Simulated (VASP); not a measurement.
# Ba2NdSi2 (I4/mmm) in VASP: single point with r2SCAN0

Aim: the single point of Ba2NdSi2 with r2SCAN0.

Everything below comes from runs of VASP 6.6.1. Logs are shortened: lines on timing, memory, paths and dates and some standing lists are left out, and cuts for length are marked.

### 1 The structure

It takes space group I4/mmm (No. 139, tetragonal). The conventional cell has a = 4.823 Å, b = 4.823 Å, c = 11.453 Å, α = 90.00°, β = 90.00°, γ = 90.00°. Around Ba (site symmetry -4m2) lie 4 Si at 2.88 Å. Si (site symmetry 4mm) has 1 Si at 2.57 Å and 4 Ba at 2.88 Å as nearest neighbours. Nd (site symmetry 4/mmm) has 8 Si at 3.64 Å and 8 Ba at 3.74 Å as nearest neighbours.

The cell was built by a generator and needn't be a form met in nature.

### 2 Single point, r2SCAN0, collinear spin, typed start

File POSCAR:

```
Ba2NdSi2
1.0
    0.0000000000      4.8231904600      0.0000000000
    4.8231904600      0.0000000000      0.0000000000
    2.4115957300      2.4115957300     -5.7263681200
Ba Si Nd
2 2 1
Direct
    0.7500000000      0.2500000000      0.5000000000
    0.2500000000      0.7500000000      0.5000000000
    0.3877000000      0.3877000000      0.2246000000
    0.6123000000      0.6123000000      0.7754000000
    0.0000000000      0.0000000000      0.0000000000
```

File INCAR.step1:

```
SYSTEM = Ba2NdSi2
PREC = Accurate
ENCUT = 520
EDIFF = 1E-5
ISMEAR = -1
SIGMA = 0.1
LREAL = .FALSE.
LASPH = .TRUE.
NELM = 150
ALGO = Normal
ISIF = 2
LWAVE = .TRUE.
ISPIN = 2
MAGMOM = 0 0 0 0 3.85
LORBIT = 11
LMAXMIX = 6
GGA = PE
NBANDS = 33
```

File INCAR.step2:

```
SYSTEM = Ba2NdSi2
PREC = Accurate
ENCUT = 520
EDIFF = 1E-6
ISMEAR = -1
SIGMA = 0.1
LREAL = .FALSE.
LASPH = .TRUE.
NELM = 150
ALGO = Normal
ISIF = 2
LWAVE = .FALSE.
LCHARG = .TRUE.
ISPIN = 2
MAGMOM = 0 0 0 0 3.85
LORBIT = 11
LMAXMIX = 6
METAGGA = R2SCAN
LHFCALC = .TRUE.
AEXX = 0.25
LMIXTAU = .TRUE.
PRECFOCK = Fast
HFRCUT = -1
LELF = .TRUE.
LVHAR = .TRUE.
ISTART = 1
NBANDS = 33
```

File KPOINTS:

```
regular mesh
0
G
  2 2 2
  0 0 0
```

Potentials or basis: VASP PAW PBE potentials, release 64 (Ba_sv, Si, Nd).

Run with:

```console
$ cat potpaw_PBE.64/Ba_sv/POTCAR potpaw_PBE.64/Si/POTCAR potpaw_PBE.64/Nd/POTCAR > POTCAR
$ cp INCAR.step1 INCAR
$ mpirun -np 1 vasp_std > vasp.out
$ cp INCAR.step2 INCAR
$ mpirun -np 1 vasp_std > vasp.out
```

OUTCAR:

```text
SYSTEM = Ba2NdSi2
   PREC = Accurate
   ENCUT = 520
   EDIFF = 1E-6
   ISMEAR = -1
   LREAL = .FALSE.
   LASPH = .TRUE.
   NELM = 150
   ISIF = 2
   ISPIN = 2
   LORBIT = 11
   METAGGA = R2SCAN
   LHFCALC = .TRUE.
   AEXX = 0.25
   PRECFOCK = Fast
   ISTART = 1

 ion  position               nearest neighbor table
   1  0.750  0.250  0.500-   3 2.88   4 2.88   4 2.88   3 2.88   2 3.41   2 3.41   2 3.41   2 3.41
                             5 3.74   5 3.74   5 3.74   5 3.74
   2  0.250  0.750  0.500-   3 2.88   4 2.88   4 2.88   3 2.88   1 3.41   1 3.41   1 3.41   1 3.41
                             5 3.74   5 3.74   5 3.74   5 3.74
   3  0.388  0.388  0.225-   4 2.57   2 2.88   1 2.88   2 2.88   1 2.88
   4  0.612  0.612  0.775-   3 2.57   1 2.88   2 2.88   2 2.88   1 2.88
   5  0.000  0.000  0.000-   1 3.74   2 3.74   1 3.74   2 3.74   1 3.74   2 3.74   1 3.74   2 3.74

  LATTYP: Found a body centered tetragonal cell.
 ALAT       =     4.8231904600
 C/A-ratio  =     2.3745146154

  Lattice vectors:

 A1 = (  -2.4115957300,   2.4115947300,   5.7263681200)
 A2 = (   2.4115947300,  -2.4115957300,   5.7263681200)
 A3 = (   2.4115957300,   2.4115957300,  -5.7263681200)

Analysis of symmetry for initial positions (statically):
=====================================================================
 Subroutine PRICEL returns:
 Original cell was already a primitive cell.

 Routine SETGRP: Setting up the symmetry group for a
 body centered tetragonal supercell.

 Subroutine GETGRP returns: Found 16 space group operations
 (whereof 16 operations were pure point group operations)
 out of a pool of 16 trial point group operations.

The static configuration has the point symmetry D_4h.

Analysis of symmetry for dynamics (positions and initial velocities):
=====================================================================
 Subroutine PRICEL returns:
 Original cell was already a primitive cell.

 Routine SETGRP: Setting up the symmetry group for a
 body centered tetragonal supercell.

 Subroutine GETGRP returns: Found 16 space group operations
 (whereof 16 operations were pure point group operations)
 out of a pool of 16 trial point group operations.

The dynamic configuration has the point symmetry D_4h.

Analysis of structural, dynamic, and magnetic symmetry:
[... 133 lines left out ...]
   LEPSILON=     F    determine dielectric tensor
   LRPA    =     F    only Hartree local field effects (RPA)
 spin polarized calculation
  energy-cutoff  :      520.00
  volume of cell :      133.21
 maximum number of plane-waves:      3616
 NGX is ok and might be reduce to    36
  NGX = 20; NGY = 20; NGZ = 28

 number of electron      42.0000003 magnetization       1.2681814

 Free energy of the ion-electron system (eV)
  ---------------------------------------------------
  ext. energy  EPLUGINS =         0.00000000
  ---------------------------------------------------
  free energy    TOTEN  =       -88.80989241 eV

  energy without entropy =      -88.77237278  energy(sigma->0) =      -88.79113259

 E-fermi :   5.2534     XC(G=0):  -8.1953

 val. band max:        5.1334910650   @ k =   0.5000   0.0000   0.0000
 cond. band min:       5.6957846767   @ k =   0.5000   0.5000   0.0000
 fundamental gap:      0.5622936117
 Fermi energy:         5.2533830376

 spin component 1

 k-point     1 :       0.0000    0.0000    0.0000
  band No.  band energies     occupation
      1     -36.3830      1.00000
      2     -25.9162      1.00000
      3     -25.1949      1.00000
      4     -16.3347      1.00000
      5     -16.1856      1.00000
      6     -16.1856      1.00000
[... 133 lines left out ...]
     32       9.9680      0.00000
     33      10.8010      0.00000
 Fermi energy:         5.2533830376

 spin component 2

 k-point     1 :       0.0000    0.0000    0.0000
  band No.  band energies     occupation
      1     -35.6191      1.00000
      2     -25.9287      1.00000
      3     -25.2227      1.00000
      4     -15.6994      1.00000
      5     -15.6523      1.00000
      6     -15.6523      1.00000
[... 133 lines left out ...]
     32      10.6404      0.00000
     33      10.9554      0.00000

------------------------ aborting loop because EDIFF is reached ----------------------------------------

  FORCE on cell =-STRESS in cart. coord.  units (eV):
  Direction    XX          YY          ZZ          XY          YZ          ZX
  --------------------------------------------------------------------------------------
  -------------------------------------------------------------------------------------
  Total       10.5454042     10.5454042     13.3844568      0.0000000     -0.0000012     -0.0000012
  in kB      126.8310898    126.8310898    160.9767835      0.0000000     -0.0000141     -0.0000141
  external PRESSURE =     138.2129877 kB  Pullay stress =       0.0000000 kB

 VOLUME and BASIS-vectors are now :
 -----------------------------------------------------------------------------
  energy-cutoff  :      520.00
  volume of cell :      133.21
      direct lattice vectors                 reciprocal lattice vectors
     0.000000000  4.823190460  0.000000000     0.000000000  0.207331642  0.087315397
     4.823190460  0.000000000  0.000000000     0.207331642  0.000000000  0.087315397
     2.411595730  2.411595730 -5.726368120     0.000000000  0.000000000 -0.174630757

 POSITION                                       TOTAL-FORCE (eV/Angst)
 -----------------------------------------------------------------------------------
      2.41160      4.82319     -2.86318         0.000000      0.000000      0.000000
      4.82319      2.41160     -2.86318         0.000000      0.000000      0.000000
      2.41160      2.41160     -1.28614        -0.000000     -0.000000      4.457250
      4.82319      4.82319     -4.44023         0.000000      0.000000     -4.457250
      0.00000      0.00000      0.00000        -0.000000     -0.000000      0.000000
 -----------------------------------------------------------------------------------
    total drift:                               -0.000018     -0.000003     -0.000001

  FREE ENERGIE OF THE ION-ELECTRON SYSTEM (eV)
  ---------------------------------------------------
  free  energy   TOTEN  =       -88.8098924072 eV

  energy  without entropy=      -88.7723727782  energy(sigma->0) =      -88.79113259

 total charge

# of ion       s       p       d       f       tot
--------------------------------------------------
    1        2.084   5.511   0.795   0.000   8.390
    2        2.084   5.511   0.795   0.000   8.390
    3        0.853   0.902   0.000   0.000   1.754
    4        0.853   0.902   0.000   0.000   1.754
    5        2.003   5.543   0.328   3.370  11.244
--------------------------------------------------
tot          7.876  18.368   1.918   3.370  31.532

 magnetization (x)

# of ion       s       p       d       f       tot
--------------------------------------------------
    1       -0.004  -0.006  -0.001   0.000  -0.011
    2       -0.004  -0.006  -0.001   0.000  -0.011
    3       -0.003  -0.057   0.000   0.000  -0.060
    4       -0.003  -0.057   0.000   0.000  -0.060
    5       -0.010  -0.098   0.038   1.402   1.332
--------------------------------------------------
tot         -0.025  -0.224   0.036   1.402   1.190
```

It took 17 min on 1 thread of Intel Xeon Platinum 8488C (Sapphire Rapids), shared host; peak memory 0.35 GiB.

Results:

```yaml
Free_energy: -88.8099 eV
Pressure: 13.8 GPa
Largest_force: 4.457 eV/Å
Band_gap_on_the_k_mesh: none (metal or under the smearing width)
Net_moment: 1.27 μB per cell
Site_moments: Ba -0.01; Si -0.06; Nd +1.33 μB
Valence_electrons_inside_the_program's_atomic_spheres: Ba 8.39; Si 1.75; Nd 11.24
```

Forces on the atoms (eV/Å):
```
Ba   0.000  0.000  0.000
Ba   0.000  0.000  0.000
Si   0.000  0.000  4.457
Si   0.000  0.000 -4.457
Nd   0.000  0.000  0.000
```

Caveat: the k mesh is coarse (spacing up to 0.71 Å⁻¹), so the values aren't converged, least of all with exact exchange; the magnetic or orbital state may not be the lowest; the PAW data sets were made with another functional, which shifts forces and pressure a little; spin-orbit coupling is left out, which moves the levels of the heavy elements.
